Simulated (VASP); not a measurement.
All values below come from LDA (Ceperley-Alder, Perdew-Zunger), VASP's LDA PAW potentials (set 64) (plane waves; VASP).

A VASP calculation is set up with these files.

INCAR:
```
ALGO = Normal
EDIFF = 1E-8
ENCUT = 400
IBRION = 8
ISIF = 2
ISMEAR = 0
LASPH = .True.
LCHARG = .False.
LEPSILON = .False.
LMAXMIX = 6
LREAL = .False.
LWAVE = .False.
NELM = 100
NSW = 1
PREC = Accurate
SIGMA = 0.2
SYSTEM = HfC
```

POSCAR:
```
HfC
1.0
  0.0000000000   2.3244080000   2.3244080000
  2.3244080000   0.0000000000   2.3244080000
  2.3244080000   2.3244080000   0.0000000000
Hf C
1 1
Cartesian
  0.0000000000   0.0000000000   0.0000000000
  2.3244080000   2.3244080000   2.3244080000
```

KPOINTS:
```
K-points
0
Gamma
16 16 16
0 0 0
```

POTCAR, in this order: Hf_pv C (LDA.64 set). Program: vasp_std.

The resulting files:

### OUTCAR
```
 ion  position               nearest neighbor table
   1  0.000  0.000  0.000-   2 2.32   2 2.32   2 2.32   2 2.32   2 2.32   2 2.32
   2  0.500  0.500  0.500-   1 2.32   1 2.32   1 2.32   1 2.32   1 2.32   1 2.32
  LATTYP: Found a face centered cubic cell.
 ALAT       =     4.6488160000
 Subroutine PRICEL returns:
 Original cell was already a primitive cell.
 Subroutine GETGRP returns: Found 48 space group operations
The static configuration has the point symmetry O_h .
The dynamic configuration has the point symmetry O_h .
 Subroutine INISYM returns: Found 48 space group operations
 Subroutine IBZKPT returns following result:
 Found    145 irreducible k-points:

 Following reciprocal coordinates:
            Coordinates               Weight
  0.000000  0.000000  0.000000      1.000000
  0.062500  0.000000  0.000000      8.000000
  0.125000  0.000000  0.000000      8.000000
  0.187500  0.000000  0.000000      8.000000
  0.250000  0.000000  0.000000      8.000000
  0.312500  0.000000  0.000000      8.000000
  0.375000  0.000000  0.000000      8.000000
  0.437500  0.000000  0.000000      8.000000
  0.500000  0.000000  0.000000      4.000000
  0.062500  0.062500  0.000000      6.000000
  0.125000  0.062500  0.000000     24.000000
  0.187500  0.062500  0.000000     24.000000
  0.250000  0.062500  0.000000     24.000000
  0.312500  0.062500  0.000000     24.000000
  0.375000  0.062500  0.000000     24.000000
  0.437500  0.062500  0.000000     24.000000
  0.500000  0.062500  0.000000     24.000000
 -0.437500  0.062500  0.000000     24.000000
 -0.375000  0.062500  0.000000     24.000000
 -0.312500  0.062500  0.000000     24.000000
 -0.250000  0.062500  0.000000     24.000000
 -0.187500  0.062500  0.000000     24.000000
 -0.125000  0.062500  0.000000     24.000000
 -0.062500  0.062500  0.000000     12.000000
...
```

**OSZICAR**
```
       N       E                     dE             d eps       ncg     rms          rms(c)
DAV:   1     0.156554110815E+02    0.15655E+02   -0.66887E+03  3198   0.987E+02
DAV:   2    -0.245433974012E+02   -0.40199E+02   -0.38180E+02  4068   0.191E+02
DAV:   3    -0.260079501206E+02   -0.14646E+01   -0.14416E+01  4121   0.289E+01
DAV:   4    -0.260205867884E+02   -0.12637E-01   -0.12621E-01  3802   0.287E+00
DAV:   5    -0.260207497540E+02   -0.16297E-03   -0.16295E-03  4323   0.261E-01    0.583E+01
DAV:   6    -0.229953853158E+02    0.30254E+01   -0.20827E+01  3556   0.230E+01    0.414E+01
DAV:   7    -0.228854865404E+02    0.10990E+00   -0.78624E-01  3697   0.629E+00    0.250E+01
DAV:   8    -0.228680572067E+02    0.17429E-01   -0.67184E-02  3520   0.237E+00    0.590E+00
DAV:   9    -0.228617231144E+02    0.63341E-02   -0.29793E-02  3611   0.102E+00    0.197E+00
DAV:  10    -0.228614054889E+02    0.31763E-03   -0.95246E-04  3825   0.256E-01    0.496E-01
DAV:  11    -0.228613877443E+02    0.17745E-04   -0.16411E-04  3682   0.936E-02    0.264E-02
DAV:  12    -0.228613872197E+02    0.52457E-06   -0.38898E-06  3710   0.185E-02    0.468E-02
DAV:  13    -0.228613871224E+02    0.97301E-07   -0.30920E-07  3879   0.493E-03    0.152E-03
DAV:  14    -0.228613871277E+02   -0.53528E-08   -0.56440E-09  2252   0.727E-04
   1 F= -.22861387E+02 E0= -.22858267E+02  d E =-.624019E-02
 Linear response reoptimize wavefunctions
DAV:   1    -0.228613871287E+02   -0.92336E-09   -0.11194E-09  2645   0.276E-04
DAV:   2    -0.228613871287E+02   -0.28876E-10   -0.12370E-10  1841   0.104E-04
 Linear response DOF=           2
 Linear response progress:
  Degree of freedom:   1/  2
       N       E                     dE             d eps       ncg     rms          rms(c)
RMM:   1    -0.213185888449E+00   -0.21319E+00    0.36972E+00  8480   0.139E+01
RMM:   2    -0.210059482807E+00    0.31264E-02   -0.35864E-02 11643   0.151E+00    0.710E-01
RMM:   3    -0.209516409670E+00    0.54307E-03   -0.14501E-03 13949   0.199E-01    0.385E-01
RMM:   4    -0.209000062696E+00    0.51635E-03   -0.12822E-04 15282   0.738E-02    0.199E-01
RMM:   5    -0.208652296600E+00    0.34777E-03   -0.32934E-05 15500   0.405E-02    0.207E-02
RMM:   6    -0.208652245179E+00    0.51421E-07   -0.41696E-06 14998   0.130E-02    0.121E-02
RMM:   7    -0.208658842809E+00   -0.65976E-05   -0.15650E-06 16682   0.355E-03    0.103E-02
RMM:   8    -0.208659864159E+00   -0.10213E-05   -0.37272E-06 16176   0.122E-03    0.244E-03
RMM:   9    -0.208659027192E+00    0.83697E-06   -0.49270E-06 15841   0.410E-04    0.141E-04
RMM:  10    -0.208659260093E+00   -0.23290E-06   -0.29205E-06 17110   0.168E-04    0.409E-05
RMM:  11    -0.208659264982E+00   -0.48891E-08   -0.16460E-06 16599   0.789E-05    0.984E-05
RMM:  12    -0.208659280527E+00   -0.15544E-07   -0.84690E-07 16425   0.427E-05    0.646E-05
RMM:  13    -0.208659307185E+00   -0.26658E-07   -0.48422E-07 15626   0.272E-05    0.327E-05
RMM:  14    -0.208659312891E+00   -0.57065E-08   -0.26857E-07 14358   0.194E-05    0.199E-06
RMM:  15    -0.208659316118E+00   -0.32266E-08   -0.15769E-07 10197   0.148E-05    0.289E-06
RMM:  16    -0.208659321595E+00   -0.54770E-08   -0.90692E-08 10412   0.130E-05    0.247E-06
 Linear response progress:
  Degree of freedom:   2/  2
       N       E                     dE             d eps       ncg     rms          rms(c)
RMM:   1    -0.121284416772E+00   -0.12128E+00    0.30835E-02 15928   0.220E+00
RMM:   2    -0.117501876971E+00    0.37825E-02   -0.52041E-03 12261   0.428E-01    0.686E-01
RMM:   3    -0.117856586538E+00   -0.35471E-03   -0.10278E-03 11196   0.196E-01    0.387E-01
RMM:   4    -0.118903766054E+00   -0.10472E-02   -0.71371E-04 11235   0.158E-01    0.505E-02
RMM:   5    -0.118789354526E+00    0.11441E-03   -0.34132E-05 12379   0.402E-02    0.177E-02
RMM:   6    -0.118774977553E+00    0.14377E-04   -0.17266E-06 12958   0.794E-03    0.504E-03
RMM:   7    -0.118770077932E+00    0.48996E-05   -0.18418E-07 12619   0.327E-03    0.225E-03
RMM:   8    -0.118771203204E+00   -0.11253E-05   -0.45867E-08 13665   0.583E-04    0.165E-03
RMM:   9    -0.118773058647E+00   -0.18554E-05   -0.38863E-08 13216   0.255E-04    0.377E-04
RMM:  10    -0.118773446095E+00   -0.38745E-06   -0.82089E-08 13201   0.101E-04    0.828E-05
RMM:  11    -0.118773484934E+00   -0.38839E-07   -0.18144E-09 13732   0.261E-05    0.191E-05
RMM:  12    -0.118773447263E+00    0.37672E-07   -0.64436E-09 12486   0.117E-05    0.225E-06
RMM:  13    -0.118773451332E+00   -0.40688E-08   -0.90012E-09 10199   0.605E-06    0.766E-07
 Linear response finished
```

**OUTCAR**
```
------------------------ aborting loop because EDIFF is reached ----------------------------------------

   1 f  =   12.441417 THz    78.171726 2PiTHz  415.000989 cm-1    51.453542 meV
             X         Y         Z           dx          dy          dz
      0.000000  0.000000  0.000000     0.000000    0.000000   -0.251122
      2.324408  2.324408  2.324408     0.000000    0.000000    0.967955

   2 f  =   12.441417 THz    78.171726 2PiTHz  415.000989 cm-1    51.453542 meV
             X         Y         Z           dx          dy          dz
      0.000000  0.000000  0.000000    -0.177570   -0.177570    0.000000
      2.324408  2.324408  2.324408     0.684448    0.684448   -0.000000

   3 f  =   12.441417 THz    78.171726 2PiTHz  415.000989 cm-1    51.453542 meV
             X         Y         Z           dx          dy          dz
      0.000000  0.000000  0.000000    -0.177570    0.177570   -0.000000
      2.324408  2.324408  2.324408     0.684448   -0.684448   -0.000000

   4 f/i=    0.000330 THz     0.002074 2PiTHz    0.011010 cm-1     0.001365 meV
             X         Y         Z           dx          dy          dz
      0.000000  0.000000  0.000000     0.025114   -0.092385    0.963209
      2.324408  2.324408  2.324408     0.006515   -0.023968    0.249891

   5 f/i=    0.000330 THz     0.002074 2PiTHz    0.011010 cm-1     0.001365 meV
             X         Y         Z           dx          dy          dz
      0.000000  0.000000  0.000000    -0.966901   -0.039784    0.021394
      2.324408  2.324408  2.324408    -0.250849   -0.010321    0.005550

   6 f/i=    0.000330 THz     0.002074 2PiTHz    0.011010 cm-1     0.001365 meV
             X         Y         Z           dx          dy          dz
      0.000000  0.000000  0.000000     0.037547   -0.962715   -0.093317
      2.324408  2.324408  2.324408     0.009741   -0.249763   -0.024210

 ELASTIC MODULI CONTR FROM IONIC RELAXATION (kBar)
 Direction    XX          YY          ZZ          XY          YZ          ZX
 --------------------------------------------------------------------------------
 XX           0.0000      0.0000      0.0000      0.0000      0.0000      0.0000
 YY           0.0000      0.0000      0.0000      0.0000      0.0000      0.0000
 ZZ           0.0000      0.0000      0.0000      0.0000      0.0000      0.0000
 XY           0.0000      0.0000      0.0000      0.0000      0.0000      0.0000
 YZ           0.0000      0.0000      0.0000      0.0000      0.0000      0.0000
 ZX           0.0000      0.0000      0.0000      0.0000      0.0000      0.0000
 --------------------------------------------------------------------------------
```
(Selected blocks of OUTCAR.)

At this cut-off the stress carries a Pulay error, which pulls relaxed volumes low.

The structure is a typed HfC crystal (Fm-3m). The cell was not relaxed at this level. The run is one of a series of settings (EDIFF = 1E-8, GGA removed, IBRION = 8, LEPSILON = .FALSE., NSW = 1, POTCAR Hf_pv C (LDA.64 set) against the base run), some of them coarse on purpose.
